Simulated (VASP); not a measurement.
OSZICAR of a VASP run on W (bcc):

**OSZICAR**
```
       N       E                     dE             d eps       ncg     rms          rms(c)
DAV:   1     0.768885492956E+02    0.76889E+02   -0.79086E+03  4306   0.144E+03
DAV:   2    -0.119502584156E+02   -0.88839E+02   -0.85922E+02  4653   0.333E+02
DAV:   3    -0.135572491001E+02   -0.16070E+01   -0.15935E+01  4957   0.440E+01
DAV:   4    -0.135653821630E+02   -0.81331E-02   -0.81321E-02  4608   0.350E+00
DAV:   5    -0.135654499756E+02   -0.67813E-04   -0.67813E-04  4808   0.318E-01    0.210E+01
DAV:   6    -0.130798835515E+02    0.48557E+00   -0.56708E-01  4563   0.101E+01    0.843E+00
DAV:   7    -0.129518561239E+02    0.12803E+00   -0.31031E-01  4755   0.702E+00    0.648E-01
DAV:   8    -0.129477990194E+02    0.40571E-02   -0.38385E-03  4389   0.936E-01    0.842E-02
DAV:   9    -0.129478156815E+02   -0.16662E-04   -0.12966E-04  4921   0.149E-01    0.476E-02
DAV:  10    -0.129478178343E+02   -0.21527E-05   -0.16534E-05  4622   0.591E-02    0.768E-03
DAV:  11    -0.129478190752E+02   -0.12410E-05   -0.19123E-07  4148   0.601E-03    0.645E-04
DAV:  12    -0.129478184164E+02    0.65879E-06   -0.76241E-09  2391   0.118E-03    0.101E-04
DAV:  13    -0.129478183987E+02    0.17709E-07   -0.81782E-10  2229   0.431E-04
   1 F= -.13670690E+02 E0= -.13670690E+02  d E =0.000000E+00
```

Q: Which electronic solver shows in the log?

A: It is blocked Davidson (ALGO = Normal, or the opening steps of other solvers). The INCAR had ALGO = Normal.

Q: Can the final energy be trusted as converged?

A: Self-consistency was reached. It stopped with EDIFF = 1E-7, NELM = 100 (PBE GGA with D4 dispersion, plane waves, VASP's PBE PAW potentials (set 64)).

The compound is W in the bcc structure. It was relaxed first.
